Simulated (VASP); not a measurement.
Tc (hcp): computed properties

Level of theory: LDA (Ceperley-Alder, Perdew-Zunger), VASP's LDA PAW potentials (set 64) (plane waves; VASP).

| Property | Result |
|---|---|
| space group | P6_3/mmc (194) |
| cell | a = 2.7059 Å, b = 2.7059 Å, c = 4.3282 Å, α = 90.00°, β = 90.00°, γ = 120.00° |
| volume per atom | 13.72 Å³/atom |
| band gap (over mesh and band path) | none (metal, semimetal or under 0.01 eV) |
| density | 11.85 g/cm³ |

```
Tc
1.0
    1.35294    -2.34336     0.00000
    1.35294     2.34336     0.00000
    0.00000     0.00000     4.32825
Tc
2
Direct
  0.33333   0.66667   0.25000
  0.66667   0.33333   0.75000
```

Measured: a 2.741 Å at 293 K (computed value off by -1.3 %), c 4.399 Å at 293 K (computed value off by -1.6 %), as given by Wikipedia, Technetium (infobox). The calculation is for a static lattice, while the measured a, c hold thermal and zero-point effects, which are part of the difference.

The compound is Tc in the hcp structure. It was relaxed first. Symmetry was kept, so distortions that lower it aren't found.
